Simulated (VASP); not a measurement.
VASP input:

KPOINTS:
```
Automatic mesh
0
Gamma
2 2 2
0 0 0
```

POSCAR:
```
MgS
1
    0.0000000000     2.6000000000     2.6000000000
    2.6000000000     0.0000000000     2.6000000000
    2.6000000000     2.6000000000     0.0000000000
Mg S
1 1
Direct
  0.0000000000   0.0000000000   0.0000000000
  0.5000000000   0.5000000000   0.5000000000
```

INCAR:
```
SYSTEM = MgS
PREC = Accurate
ENCUT = 400
EDIFF = 1E-6
NELM = 25
ALGO = VeryFast
LREAL = .FALSE.
LASPH = .TRUE.
ISMEAR = 0
SIGMA = 0.05
GGA = PE
LWAVE = .FALSE.
LCHARG = .FALSE.
ISIF = 2
HFSCREEN = 0.2
AEXX = 0.25
LHFCALC = .TRUE.
PRECFOCK = Fast
ISYM = 3
```

POTCAR, in this order: Mg S (PBE.64 set). Program: vasp_std.

What VASP printed:

File standard output:
```
 POSCAR found type information on POSCAR MgS
 POSCAR found :  2 types and       2 ions
 Reading from existing POTCAR
 Reading from existing POTCAR
 LDA part: xc-table for (Slater+PW92), standard interpolation
 POSCAR, INCAR and KPOINTS ok, starting setup
 WAVECAR not read
 entering main loop
       N       E                     dE             d eps       ncg     rms          rms(c)
RMM:   1    -0.190405825079E+03   -0.19041E+03   -0.17296E+03    24   0.529E+02
RMM:   2    -0.231811635631E+03   -0.41406E+02   -0.37219E+02    24   0.119E+02
RMM:   3    -0.245754951937E+03   -0.13943E+02   -0.12475E+02    24   0.636E+01
RMM:   4    -0.249749696180E+03   -0.39947E+01   -0.42744E+01    24   0.433E+01
RMM:   5    -0.249441123290E+03    0.30857E+00   -0.10491E+01    24   0.209E+01
RMM:   6    -0.249253951640E+03    0.18717E+00   -0.31703E+00    24   0.120E+01
RMM:   7    -0.249171506563E+03    0.82445E-01   -0.16836E+00    24   0.789E+00
RMM:   8    -0.249139578866E+03    0.31928E-01   -0.14105E+00    24   0.630E+00
RMM:   9    -0.249126509411E+03    0.13069E-01   -0.14498E+00    65   0.566E+00
RMM:  10    -0.249102881333E+03    0.23628E-01   -0.15993E+00    61   0.513E+00
RMM:  11    -0.249152499316E+03   -0.49618E-01   -0.16576E+00    65   0.481E+00
RMM:  12    -0.249169760503E+03   -0.17261E-01   -0.16586E+00    70   0.457E+00    0.409E+00
RMM:  13     0.206226523559E+02    0.26979E+03   -0.14025E+01    90   0.219E+01    0.110E+01
RMM:  14     0.192382528232E+02   -0.13844E+01   -0.14441E+00    62   0.566E+00    0.380E+00
RMM:  15     0.194238218134E+02    0.18557E+00   -0.13317E+00    64   0.446E+00    0.148E+00
RMM:  16     0.194500815375E+02    0.26260E-01   -0.12796E+00    70   0.401E+00    0.693E-01
RMM:  17     0.194597867339E+02    0.97052E-02   -0.12690E+00    68   0.387E+00    0.349E-01
RMM:  18     0.194618351082E+02    0.20484E-02   -0.12311E+00    71   0.372E+00    0.212E-01
RMM:  19     0.194622298242E+02    0.39472E-03   -0.12245E+00    75   0.365E+00    0.114E-01
RMM:  20     0.194619032414E+02   -0.32658E-03   -0.12163E+00    75   0.360E+00    0.714E-02
RMM:  21     0.194616157198E+02   -0.28752E-03   -0.12117E+00    75   0.358E+00    0.530E-02
RMM:  22     0.194612913226E+02   -0.32440E-03   -0.12097E+00    74   0.356E+00    0.407E-02
RMM:  23     0.194610682248E+02   -0.22310E-03   -0.12081E+00    73   0.354E+00    0.309E-02
RMM:  24     0.194610032711E+02   -0.64954E-04   -0.12067E+00    67   0.353E+00    0.224E-02
RMM:  25     0.194609083308E+02   -0.94940E-04   -0.12054E+00    63   0.352E+00

 -----------------------------------------------------------------------------
|                                                                             |
|           W    W    AA    RRRRR   N    N  II  N    N   GGGG   !!!           |
|           W    W   A  A   R    R  NN   N  II  NN   N  G    G  !!!           |
|           W    W  A    A  R    R  N N  N  II  N N  N  G       !!!           |
|           W WW W  AAAAAA  RRRRR   N  N N  II  N  N N  G  GGG   !            |
|           WW  WW  A    A  R   R   N   NN  II  N   NN  G    G                |
|           W    W  A    A  R    R  N    N  II  N    N   GGGG   !!!           |
|                                                                             |
|     The electronic self-consistency was not achieved in the given           |
|     number of steps (NELM). The forces and other quantities evaluated       |
|     might not be reliable so examine the results carefully. If you find     |
|     spurious results, we suggest increasing NELM, if you were close to      |
|     convergence or switching to a different ALGO or adjusting the           |
|     density mixing parameters otherwise.                                    |
|                                                                             |
 -----------------------------------------------------------------------------

   1 F= 0.19460908E+02 E0= 0.19460908E+02  d E =-.245150E-16
```

**OUTCAR**
```
------------------------ aborting loop EDIFF was not reached (unconverged)  ----------------------------
  FORCE on cell =-STRESS in cart. coord.  units (eV):
  Direction    XX          YY          ZZ          XY          YZ          ZX
  --------------------------------------------------------------------------------------
  Total        0.6600702      0.6600702      0.6600702     -0.0000000     -0.0000000      0.0000000
  in kB       30.0850464     30.0850464     30.0850464     -0.0000000     -0.0000000      0.0000000
  external PRESSURE =      30.0850464 kB  Pullay stress =       0.0000000 kB
  volume of cell :       35.15
      direct lattice vectors                 reciprocal lattice vectors
     0.000000000  2.600000000  2.600000000    -0.192307692  0.192307692  0.192307692
     2.600000000  0.000000000  2.600000000     0.192307692 -0.192307692  0.192307692
     2.600000000  2.600000000  0.000000000     0.192307692  0.192307692 -0.192307692
 POSITION                                       TOTAL-FORCE (eV/Angst)
 -----------------------------------------------------------------------------------
      0.00000      0.00000      0.00000         0.000000      0.000000     -0.000000
      2.60000      2.60000      2.60000        -0.000000     -0.000000      0.000000
 -----------------------------------------------------------------------------------
    total drift:                               -0.002029     -0.001730     -0.001742
  FREE ENERGIE OF THE ION-ELECTRON SYSTEM (eV)
  ---------------------------------------------------
  free  energy   TOTEN  =        19.4609083308 eV

  energy  without entropy=       19.4609083308  energy(sigma->0) =       19.46090833

  exchange ACFDT corr.  =        -0.00000000  see jH, gK, PRB 81, 115126
```
(Selected blocks of OUTCAR.)

Question: Read input and log: which fault does this run have?
(A) a hybrid functional was run with ALGO = VeryFast
(B) POTIM is too large for the ionic optimiser
(C) NSW is too small for the relaxation to finish
(D) fractional coordinates stand under the word Cartesian

Answer: A, a hybrid functional was run with ALGO = VeryFast. The run did not converge; its last values are not results. Against the sound run, the energy per atom (σ→0) increases by 14.072 eV/atom; the pressure falls by 2.93 GPa; the band gap decreases by 1.92 eV.

To mend it, set ALGO = Normal.

The mended run (HSE06 screened hybrid, plane waves, VASP's PBE PAW potentials (set 64)) converges, and its OSZICAR ends with
```
   1 F= -.86823484E+01 E0= -.86823484E+01  d E =-.145071E-14
```

The compound is MgS in the rock salt structure. The cell was not relaxed at this level.
